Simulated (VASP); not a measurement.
# Be12Al in VASP: a series of runs

One slab, Be12Al, is run at these levels: PBEsol; tasks: single point.

All numbers are computed with VASP 6.6.1; they aren't measurements. Logs are shortened: lines on timing, memory, paths and dates and some standing lists are left out, and cuts for length are marked.

### 1 The slab as given

The cell holds a slab with vacuum, 13 atoms: a = 4.580 Å, b = 4.580 Å, c = 14.588 Å, α = 90.00°, β = 90.00°, γ = 60.00°.

The cell was built by a generator and needn't be a form met in nature.

### 2 Single point, PBEsol

INCAR reads:

```
SYSTEM = Be12Al
ALGO = Normal
EDIFF = 1E-7
ENCUT = 520
GGA = PS
ISIF = 2
ISMEAR = 0
LASPH = .True.
LCHARG = .False.
LREAL = .False.
LWAVE = .False.
NBANDS = 26
NELM = 100
PREC = Accurate
SIGMA = 0.05
```

KPOINTS reads:

```
k-points
0
Gamma
  4 4 1
  0 0 0
```

POSCAR reads:

```
Be12Al
1.0
    4.5800000000      0.0000000000      0.0000000000
    2.2900000000      3.9663960000      0.0000000000
    0.0000000000      0.0000000000     14.5884300000
Be Al
12 1
Direct
    0.0000000000      0.0000000000      0.0685474722
    0.5000000000      0.0000000000      0.0685474722
    0.0000000000      0.5000000000      0.0685474722
    0.5000000000      0.5000000000      0.0685474722
   -0.1630420449      0.3315185877      0.1903411128
    0.3289253247      0.3323952021      0.1902265014
   -0.1657256290      0.8333840091      0.1919853610
    0.3318900655      0.8352927948      0.1894037947
   -0.0000172361     -0.0003978423      0.3175610398
    0.4989548842      0.0012797512      0.3134515503
   -0.0028044812      0.5014211894      0.3169025728
    0.4980254866      0.4960520836      0.3064393495
    0.5043469562      0.6738187513      0.4596735221
```

Potentials or basis: VASP PAW PBE potentials, release 64 (Be, Al).

Launch:

```console
> cat potpaw_PBE.64/Be/POTCAR potpaw_PBE.64/Al/POTCAR > POTCAR
> mpirun -np 1 vasp_std > vasp.out
```

OUTCAR:

```text
SYSTEM = Be12Al
   EDIFF = 1E-7
   ENCUT = 520
   GGA = PS
   ISIF = 2
   ISMEAR = 0
   LASPH = .True.
   LREAL = .False.
   NELM = 100
   PREC = Accurate

 ion  position               nearest neighbor table
   1  0.000  0.000  0.069-   8 2.20   5 2.21   7 2.23   3 2.29   3 2.29   4 2.29   4 2.29   2 2.29
                             2 2.29
   2  0.500  0.000  0.069-   8 2.20   6 2.21   7 2.24   4 2.29   3 2.29   4 2.29   3 2.29   1 2.29
                             1 2.29
   3  0.000  0.500  0.069-   6 2.20   5 2.21   7 2.23   1 2.29   1 2.29   2 2.29   2 2.29   4 2.29
                             4 2.29
   4  0.500  0.500  0.069-   8 2.21   5 2.22   6 2.23   2 2.29   1 2.29   2 2.29   1 2.29   3 2.29
                             3 2.29
   5  0.837  0.332  0.190-  12 2.16   1 2.21   3 2.21   4 2.22   6 2.26  11 2.26   8 2.27   9 2.28
                             7 2.29   7 2.29   8 2.31   6 2.32
   6  0.329  0.332  0.190-  12 2.15   3 2.20   2 2.21   4 2.23  10 2.23   5 2.26  11 2.27   8 2.27
                             7 2.28   7 2.30   8 2.31   5 2.32
   7  0.834  0.833  0.192-  10 2.22   1 2.23   3 2.23   2 2.24  11 2.25   9 2.26   6 2.28   8 2.28
                             5 2.29   5 2.29   8 2.30   6 2.30
   8  0.332  0.835  0.189-  12 2.17   1 2.20   2 2.20   4 2.21  10 2.24   5 2.27   6 2.27   7 2.28
                             9 2.29   7 2.30   6 2.31   5 2.31
   9  1.000  1.000  0.318-   7 2.26   5 2.28   8 2.29  11 2.29  10 2.29  10 2.29  11 2.29  12 2.29
                            12 2.30
  10  0.499  0.001  0.313-   7 2.22   6 2.23   8 2.24  12 2.27  11 2.29   9 2.29   9 2.29  11 2.29
                            12 2.32  13 2.60
  11  0.997  0.501  0.317-   7 2.25   5 2.26   6 2.27  10 2.29  12 2.29   9 2.29   9 2.29  10 2.29
                            12 2.30
  12  0.498  0.496  0.306-   6 2.15   5 2.16   8 2.17  10 2.27  11 2.29   9 2.29   9 2.30  11 2.30
                            10 2.32  13 2.38
  13  0.504  0.674  0.460-  12 2.38  10 2.60

  LATTYP: Found a hexagonal cell.
 ALAT       =     4.5799996975
 C/A-ratio  =     3.1852469353

  Lattice vectors:

 A1 = (  -2.2900000000,  -3.9663960000,   0.0000000000)
 A2 = (   4.5800000000,   0.0000000000,   0.0000000000)
 A3 = (   0.0000000000,   0.0000000000,  14.5884300000)

Analysis of symmetry for initial positions (statically):
=====================================================================
 Subroutine PRICEL returns:
 Original cell was already a primitive cell.

 Routine SETGRP: Setting up the symmetry group for a
 hexagonal supercell.

 Subroutine GETGRP returns: Found  1 space group operations
 (whereof  1 operations were pure point group operations)
 out of a pool of 24 trial point group operations.

The static configuration has the point symmetry C_1 .

Analysis of symmetry for dynamics (positions and initial velocities):
=====================================================================
 Subroutine PRICEL returns:
 Original cell was already a primitive cell.

 Routine SETGRP: Setting up the symmetry group for a
 hexagonal supercell.

 Subroutine GETGRP returns: Found  1 space group operations
 (whereof  1 operations were pure point group operations)
 out of a pool of 24 trial point group operations.

The dynamic configuration has the point symmetry C_1 .

 Subroutine INISYM returns: Found  1 space group operations
 (whereof  1 operations are pure point group operations),
 and found     1 'primitive' translations

----------------------------------------------------------------------------------------

                                     Primitive cell

  volume of cell :     265.0148

  direct lattice vectors                    reciprocal lattice vectors
     4.580000000  0.000000000  0.000000000     0.218340611 -0.126059022  0.000000000
     2.290000000  3.966396000  0.000000000     0.000000000  0.252118044  0.000000000
     0.000000000  0.000000000 14.588430000     0.000000000  0.000000000  0.068547472

  length of vectors
     4.580000000  4.579999697 14.588430000     0.252118027  0.252118044  0.068547472

  position of ions in fractional coordinates (direct lattice)
     0.000000000  0.000000000  0.068547472
[... 41 lines left out ...]
     0.000000000  0.063029511  0.000000000     0.000000000  0.250000000  0.000000000
     0.000000000  0.000000000  0.068547472     0.000000000  0.000000000  1.000000000

  Length of vectors
     0.063029507  0.063029511  0.068547472

  Shift w.r.t. Gamma in fractional coordinates (k-lattice)
     0.000000000  0.000000000  0.000000000

 Subroutine IBZKPT returns following result:
 ===========================================

 Found     10 irreducible k-points:

 Following reciprocal coordinates:
            Coordinates               Weight
  0.000000  0.000000  0.000000      1.000000
  0.250000  0.000000  0.000000      2.000000
  0.250000  0.250000  0.000000      2.000000
  0.000000  0.250000  0.000000      2.000000
  0.500000  0.000000  0.000000      1.000000
  0.500000  0.500000  0.000000      1.000000
  0.000000  0.500000  0.000000      1.000000
  0.500000  0.250000  0.000000      2.000000
  0.250000  0.500000  0.000000      2.000000
 -0.250000  0.250000  0.000000      2.000000
   k-points           NKPTS =     10   k-points in BZ     NKDIM =     10   number of bands    NBANDS=     26
   number of dos      NEDOS =    301   number of ions     NIONS =     13
   total plane-waves  NPLWV = 139968
   dimension x,y,z NGX =    36 NGY =   36 NGZ =  108
   dimension x,y,z NGXF=    72 NGYF=   72 NGZF=  216
   ions per type =              12   1
   NGX,Y,Z   is equivalent  to a cutoff of  13.07, 13.07, 12.31 a.u.
   NGXF,Y,Z  is equivalent  to a cutoff of  26.13, 26.13, 24.61 a.u.
 SYSTEM =  Be12Al
   PREC   = accura    normal or accurate (medium, high low for compatibility)
   ISTART =      0    job   : 0-new  1-cont  2-samecut
   ICHARG =      2    charge: 1-file 2-atom 10-const
   ISPIN  =      1    spin polarized calculation?
   LNONCOLLINEAR =      F non collinear calculations
   LSORBIT =      F    spin-orbit coupling
   LASPH  =      T    aspherical Exc in radial PAW
   ENCUT  =  520.0 eV  38.22 Ry    6.18 a.u.   8.52  8.52 27.12*2*pi/ulx,y,z
   NELM   =    100;   NELMIN=  2; NELMDL= -5     # of ELM steps
   EDIFF  = 0.1E-06   stopping-criterion for ELM
   LREAL  =      F    real-space projection
   EDIFFG = 0.1E-05   stopping-criterion for IOM
   NSW    =      0    number of steps for IOM
   IBRION =     -1    ionic relax: 0-MD 1-quasi-New 2-CG
   NFREE  =      0    steps in history (QN), initial steepest desc. (CG)
   ISIF   =      2    stress and relaxation
   ISYM   =      2    0-nonsym 1-usesym 2-fastsym
   POTIM  = 0.5000    time-step for ionic-motion
   TEBEG  =    0.0;   TEEND  =   0.0 temperature during run
   PSTRESS=    0.0 pullay stress
   NELECT =      27.0000    total number of electrons
   NUPDOWN=      -1.0000    fix difference up-down
   EMIN   =  10.00;   EMAX   =-10.00  energy-range for DOS
   EFERMI =   0.00;   METHOD = LEGACY
   ISMEAR =     0;   SIGMA  =   0.05  broadening in eV -4-tet -1-fermi 0-gaus
   EFERMI_NEDOS =   21; number of points for ismear=-14 and -15
   IALGO  =     38    algorithm
   IMIX   =      4    mixing-type and parameters
     AMIX     =   0.40;   BMIX     =  1.00
     AMIX_MAG =   1.60;   BMIX_MAG =  1.00
  volume/ion in A,a.u.               =      20.39       137.57
  Fermi-wavevector in a.u.,A,eV,Ry     =   0.764609  1.444901  7.954331  0.584627
  Thomas-Fermi vector in A             =   1.864548
   LORBIT       =      0    0 simple, 1 ext, 2 COOP (PROOUT), +10 PAW based schemes
   GGA     = PS    functional components
   LHFCALC =     F    Hartree Fock is set to
   AEXX    =    0.0000 exact exchange contribution
   IVDW    =     0    specifies the selected vdW correction
   LEPSILON=     F    determine dielectric tensor
   LRPA    =     F    only Hartree local field effects (RPA)
 non-spin polarized calculation
 Gauss-broadening in eV      SIGMA  =   0.05
  energy-cutoff  :      520.00
  volume of cell :      265.01
 maximum number of plane-waves:      7153
 NGX is ok and might be reduce to    36
   NGX = 17   NGY = 17   NGZ = 55

 number of electron      27.0000000 magnetization

 Free energy of the ion-electron system (eV)
  ---------------------------------------------------
  ext. energy  EPLUGINS =         0.00000000
  ---------------------------------------------------
  free energy    TOTEN  =       -47.03149897 eV

  energy without entropy =      -47.02141450  energy(sigma->0) =      -47.02645674

 E-fermi :   0.0302     XC(G=0):  -6.1153

 val. band max:        0.0177480352   @ k =   0.5000   0.2500   0.0000
 cond. band min:       0.0935633926   @ k =   0.5000   0.0000   0.0000
 fundamental gap:      0.0758153575
 Fermi energy:         0.0301857494

 k-point     1 :       0.0000    0.0000    0.0000
  band No.  band energies     occupation
      1      -9.6724      2.00000
      2      -7.6827      2.00000
      3      -5.4417      2.00000
      4      -3.5204      2.00000
      5      -3.5071      2.00000
      6      -3.4973      2.00000
[... 269 lines left out ...]
     24       5.5852      0.00000
     25       5.9741      0.00000
 [bands above 25 left out]

------------------------ aborting loop because EDIFF is reached ----------------------------------------

  FORCE on cell =-STRESS in cart. coord.  units (eV):
  Direction    XX          YY          ZZ          XY          YZ          ZX
  --------------------------------------------------------------------------------------
  -------------------------------------------------------------------------------------
  Total       -9.1145338     -8.8823688      0.2275581      0.2727278      0.0763637      0.1746152
  in kB      -55.1029608    -53.6993806      1.3757284      1.6488072      0.4616657      1.0556560
  external PRESSURE =     -35.8088710 kB  Pullay stress =       0.0000000 kB

 VOLUME and BASIS-vectors are now :
 -----------------------------------------------------------------------------
  energy-cutoff  :      520.00
  volume of cell :      265.01
      direct lattice vectors                 reciprocal lattice vectors
     4.580000000  0.000000000  0.000000000     0.218340611 -0.126059022  0.000000000
     2.290000000  3.966396000  0.000000000     0.000000000  0.252118044  0.000000000
     0.000000000  0.000000000 14.588430000     0.000000000  0.000000000  0.068547472

 POSITION                                       TOTAL-FORCE (eV/Angst)
 -----------------------------------------------------------------------------------
      0.00000      0.00000      1.00000        -0.078062      0.014433     -0.011461
      2.29000      0.00000      1.00000         0.074179      0.056933      0.000582
      1.14500      1.98320      1.00000         0.025155      0.014971      0.030120
      3.43500      1.98320      1.00000        -0.047444     -0.090470     -0.066878
      4.59245      1.31493      2.77678         0.002414     -0.004344     -0.005776
      2.26766      1.31841      2.77511        -0.004477     -0.002586     -0.016245
      5.72943      3.30553      2.80076         0.000079     -0.007788      0.003877
      3.43288      3.31310      2.76310        -0.005721      0.004279     -0.002678
      6.86901      3.96482      4.63272         0.017393     -0.001627      0.012521
      2.28814      0.00508      4.57277        -0.005941      0.003784      0.004269
      5.71541      1.98883      4.62311        -0.008426      0.012478      0.026386
      3.41692      1.96754      4.47047        -0.000339     -0.019108      0.005324
      3.85295      2.67263      6.70592         0.031192      0.019045      0.019958
 -----------------------------------------------------------------------------------
    total drift:                               -0.000004      0.000003      0.000087

  FREE ENERGIE OF THE ION-ELECTRON SYSTEM (eV)
  ---------------------------------------------------
  free  energy   TOTEN  =       -47.0314989708 eV

  energy  without entropy=      -47.0214145018  energy(sigma->0) =      -47.02645674
```

Run time: 89 s. Hardware: 1 thread of Intel Xeon Platinum 8259CL at 2.50GHz (Skylake/Cascade Lake), shared host; peak memory 0.37 GiB.

What came out:

* Free energy: -47.0315 eV
* Largest force: 0.122 eV/Å
* Band gap on the k mesh: none (metal or under the smearing width)

Forces on the atoms (eV/Å):
```
Be  -0.078  0.014 -0.011
Be   0.074  0.057  0.001
Be   0.025  0.015  0.030
Be  -0.047 -0.090 -0.067
Be   0.002 -0.004 -0.006
Be  -0.004 -0.003 -0.016
Be   0.000 -0.008  0.004
Be  -0.006  0.004 -0.003
Be   0.017 -0.002  0.013
Be  -0.006  0.004  0.004
Be  -0.008  0.012  0.026
Be   0.000 -0.019  0.005
Al   0.031  0.019  0.020
```

Caveat: the k mesh is coarse (spacing up to 0.40 Å⁻¹), so the values aren't converged; the PAW data sets were made with another functional, which shifts forces and pressure a little.

[end of part 1 of 2]
